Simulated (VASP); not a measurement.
All values below come from PBE GGA, VASP's PBE PAW potentials (set 64) (plane waves; VASP 6.6.1).

VASP input:

File KPOINTS:
```
Automatic mesh
0
Gamma
7 7 4
0 0 0
```

**INCAR**
```
ALGO  =  Normal
EDIFF  =  1E-6
ENCUT  =  400
GGA  =  PE
ISIF  =  2
ISMEAR  =  0
LASPH  =  .TRUE.
LCHARG  =  .FALSE.
LMAXMIX  =  4
LREAL  =  Auto
LWAVE  =  .FALSE.
NELM  =  100
PREC  =  Accurate
SIGMA  =  0.05
SYSTEM  =  AgS
```

POSCAR:
```
AgS
1.0
  4.1984590000   0.0000000000   0.0000000000
 -2.0992290000   3.6359720000   0.0000000000
  0.0000000000   0.0000000000   5.8516240000
Ag S
2 2
Cart
  0.0000000000   0.0000000000   0.0000000000
  0.0000000000   0.0000000000   2.9258120000
 -0.0000017659   2.4239825453   1.4629060000
  2.0992317659   1.2119894547   4.3887180000
```

POTCAR, in this order: Ag S (PBE.64 set). Program: vasp_std.

Output

File OSZICAR:
```
       N       E                     dE             d eps       ncg     rms          rms(c)
DAV:   1     0.170022682884E+03    0.17002E+03   -0.13949E+04  1032   0.117E+03
DAV:   2    -0.510015033510E+01   -0.17512E+03   -0.16910E+03  1172   0.262E+02
DAV:   3    -0.136951990482E+02   -0.85950E+01   -0.83367E+01  1148   0.569E+01
DAV:   4    -0.138241805247E+02   -0.12898E+00   -0.12885E+00  1158   0.818E+00
DAV:   5    -0.138268094851E+02   -0.26290E-02   -0.26286E-02  1203   0.113E+00    0.961E+00
DAV:   6    -0.127068615437E+02    0.11199E+01   -0.63388E+00  1089   0.312E+01    0.905E+00
DAV:   7    -0.126454686348E+02    0.61393E-01   -0.10340E+00  1063   0.962E+00    0.459E+00
DAV:   8    -0.126357203757E+02    0.97483E-02   -0.14694E-01  1147   0.357E+00    0.102E+00
DAV:   9    -0.126303102459E+02    0.54101E-02   -0.29757E-02  1148   0.194E+00    0.371E-01
DAV:  10    -0.126302093238E+02    0.10092E-03   -0.39077E-03  1148   0.334E-01    0.119E-01
DAV:  11    -0.126302454416E+02   -0.36118E-04   -0.18317E-04  1361   0.115E-01    0.293E-02
DAV:  12    -0.126302570228E+02   -0.11581E-04   -0.21112E-05  1153   0.318E-02    0.143E-02
DAV:  13    -0.126302565934E+02    0.42941E-06   -0.12769E-06   752   0.749E-03
   1 F= -.12630257E+02 E0= -.12626297E+02  d E =-.791983E-02
```

**OUTCAR**
```
------------------------ aborting loop because EDIFF is reached ----------------------------------------
  FORCE on cell =-STRESS in cart. coord.  units (eV):
  Direction    XX          YY          ZZ          XY          YZ          ZX
  --------------------------------------------------------------------------------------
  Total       -5.5007136     -5.5007132     -3.3443217     -0.0000008      0.0000000     -0.0000000
  in kB      -98.6603745    -98.6603663    -59.9834954     -0.0000136      0.0000000     -0.0000000
  external PRESSURE =     -85.7680787 kB  Pullay stress =       0.0000000 kB
  volume of cell :       89.33
      direct lattice vectors                 reciprocal lattice vectors
     4.198459000  0.000000000  0.000000000     0.238182628  0.137514778  0.000000000
    -2.099229000  3.635972000  0.000000000     0.000000000  0.275029621  0.000000000
     0.000000000  0.000000000  5.851624000     0.000000000  0.000000000  0.170892730
 POSITION                                       TOTAL-FORCE (eV/Angst)
 -----------------------------------------------------------------------------------
      0.00000      0.00000      0.00000        -0.000000     -0.000000      0.000000
      0.00000      0.00000      2.92581        -0.000000     -0.000000      0.000000
     -0.00000      2.42398      1.46291        -0.000000     -0.000000      0.000000
      2.09923      1.21199      4.38872         0.000000      0.000000     -0.000000
 -----------------------------------------------------------------------------------
    total drift:                               -0.000000      0.000000      0.000000
  FREE ENERGIE OF THE ION-ELECTRON SYSTEM (eV)
  ---------------------------------------------------
  free  energy   TOTEN  =       -12.6302565934 eV

  energy  without entropy=      -12.6223367645  energy(sigma->0) =      -12.62629668
```
(Selected blocks of OUTCAR.)

OUTCAR:
```
 val. band max:        3.7678992838   @ k =   0.2857   0.1429   0.0000

 cond. band min:       3.7972424120   @ k =   0.1429   0.1429   0.0000


 Fermi energy:         3.7920784017

 k-point     1 :       0.0000    0.0000    0.0000
  band No.  band energies     occupation
      1      -8.5793      2.00000
      2      -7.5885      2.00000
      3      -0.8032      2.00000
      4      -0.8032      2.00000
      5      -0.7812      2.00000
      6      -0.6056      2.00000
      7       0.1778      2.00000
      8       0.1778      2.00000
      9       0.4603      2.00000
     10       0.4603      2.00000
     11       0.9539      2.00000
     12       0.9539      2.00000
     13       2.3943      2.00000
     14       2.7573      2.00000
     15       2.7573      2.00000
     16       3.5384      2.00000
     17       4.2299      0.00000
     18       4.2299      0.00000
     19       5.1255      0.00000
     20       7.4028      0.00000
     21      10.5184      0.00000

 k-point     2 :       0.1429    0.0000    0.0000
  band No.  band energies     occupation
      1      -8.4816      2.00000
      2      -7.6090      2.00000
      3      -0.7795      2.00000
      4      -0.6562      2.00000
      5      -0.6248      2.00000
      6      -0.5985      2.00000
      7       0.0772      2.00000
      8       0.1781      2.00000
      9       0.3522      2.00000
     10       0.5002      2.00000
     11       0.9307      2.00000
     12       0.9514      2.00000
     13       1.9878      2.00000
     14       2.3431      2.00000
     15       2.6112      2.00000
     16       3.6751      1.99906
     17       3.6875      1.99690
     18       4.2110      0.00000
     19       6.1053      0.00000
     20       8.0510      0.00000
     21      10.1609      0.00000

 k-point     3 :       0.2857    0.0000    0.0000
  band No.  band energies     occupation
      1      -8.2340      2.00000
      2      -7.6663      2.00000
      3      -0.8234      2.00000
...
```

The structure was generated: AgS was put into the NiAs type (P6_3/mmc), which need not be its known phase. The cell was not relaxed at this level. The run is one of a series of settings (LREAL = Auto against the base run), some of them coarse on purpose.
